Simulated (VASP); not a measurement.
An input for Quantum ESPRESSO's pw.x (written as the equivalent of a VASP run, and not itself run):

```
&CONTROL
  calculation = 'vc-relax'
  pseudo_dir = './pseudo'
  outdir = './out'
  tprnfor = .true.
  tstress = .true.
  nstep = 40
  forc_conv_thr = 0.00078
/
&SYSTEM
  ibrav = 0
  nat = 3
  ntyp = 2
  ecutwfc = 70
  occupations = 'smearing'
  smearing = 'methfessel-paxton'
  degauss = 0.00735
  input_dft = 'pbesol'
/
&ELECTRONS
  conv_thr = 7.3e-08
  electron_maxstep = 100
/
&IONS
/
&CELL
  press = 200
/
ATOMIC_SPECIES
  Pb 207.200 Pb.upf
  I 126.904 I.upf
CELL_PARAMETERS angstrom
     1.8592218   -3.2202707   -0.0000000
     1.8592218    3.2202707    0.0000000
     0.0000000    0.0000000    6.6958528
ATOMIC_POSITIONS crystal
  Pb   0.0000000  0.0000000  0.0000000
  I    0.3333330  0.6666670  0.3132434
  I    0.6666670  0.3333330  0.6867566
K_POINTS automatic
  10 10 5 0 0 0
```

Write the VASP files for the same calculation (PBEsol).

Several could match; the one computed here: 
### KPOINTS
```
kpoints
0
Gamma
 10 10 5
```

### POSCAR
```
PbI2
1.0
  1.8592218450  -3.2202706919   0.0000000000
  1.8592218450   3.2202706919   0.0000000000
  0.0000000000   0.0000000000   6.6958528420
Pb I
1 2
Cart
  0.0000000000   0.0000000000   0.0000000000
  1.8592218450   1.0734257108   2.0974316626
  1.8592218450  -1.0734257108   4.5984211794
```

**INCAR**
```
LREAL  =  .FALSE.
PSTRESS  =  200
LWAVE  =  .FALSE.
ENCUT  =  500   ! plane-wave cut-off (eV)
EDIFFG  =  -0.02   ! ionic stop
LCHARG  =  .FALSE.
ISIF  =  3   ! ions, shape and volume
LMAXMIX  =  4
ALGO  =  Normal
GGA  =  PS
SIGMA  =  0.1   ! width (eV)
IBRION  =  2   ! conjugate gradients
NELM  =  100   ! most electronic steps
ISMEAR  =  1   ! Methfessel-Paxton
NSW  =  40
SYSTEM  =  PbI2
EDIFF  =  1E-6
PREC  =  Accurate
LASPH  =  .TRUE.
```

POTCAR, in this order: Pb_d I (PBE.64 set). Program: vasp_std.

What does not carry over: the potentials are each code's own (VASP's PAW set, PseudoDojo norm-conserving files in pw.x), so ENCUT and ecutwfc are chosen apart and not converted; conv_thr bounds pw.x's estimated SCF error, while EDIFF bounds the energy change between steps; forc_conv_thr acts on force components and is met together with etot_conv_thr.

The compound is PbI2 in the 1T layered structure. This run relaxes it under an external pressure of 20 GPa. Symmetry was kept, so distortions that lower it aren't found.
